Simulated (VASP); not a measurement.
Zr:

```
CELL_PARAMETERS angstrom
3.23200 0.00000 0.00000
-1.61600 2.79899 0.00000
0.00000 0.00000 5.14700
ATOMIC_POSITIONS crystal
Zr 0.33333 0.66667 0.25000
Zr 0.66667 0.33333 0.75000
```

```yaml
Program: VASP 6.6.1
Task: relaxation of cell and atoms
Functional: LDA
Potentials_or_basis: VASP PAW LDA potentials, release 64 (Zr_sv)
Cutoff: 600 eV
k_mesh: 15 × 15 × 7
Occupations: methfessel-paxton, width 0.1 eV
Spin: no spin polarisation
```

At the start: pressure -6.0 GPa; volume 23.28 Å³/atom.

**Question.** How do energy, volume and symmetry change on relaxing?

**Answer.** Over 6 steps the energy falls by 28.9 meV/atom and the volume is 21.82 Å³/atom (-6.3 %); space group P6_3/mmc (No. 194, to 0.05 Å).

The path:
```csv
step,energy change (eV),largest force (eV/Å),pressure (GPa),volume (Å³)
1,0.0000,0.0000,-6.03,46.56
2,0.0062,0.0000,7.62,40.90
3,-0.0568,0.0000,-0.04,43.71
4,-0.0568,0.0000,0.08,43.66
5,-0.0576,0.0000,0.05,43.65
6,-0.0578,0.0000,0.03,43.63
```

Final structure:
```xyz
2
Lattice="3.1491 0.0000 0.0000 -1.5745 2.7272 0.0000 0.0000 0.0000 5.0806" Properties=species:S:1:pos:R:3 pbc="T T T"
Zr    0.0000    1.8181    1.2702
Zr    1.5745    0.9091    3.8105
```
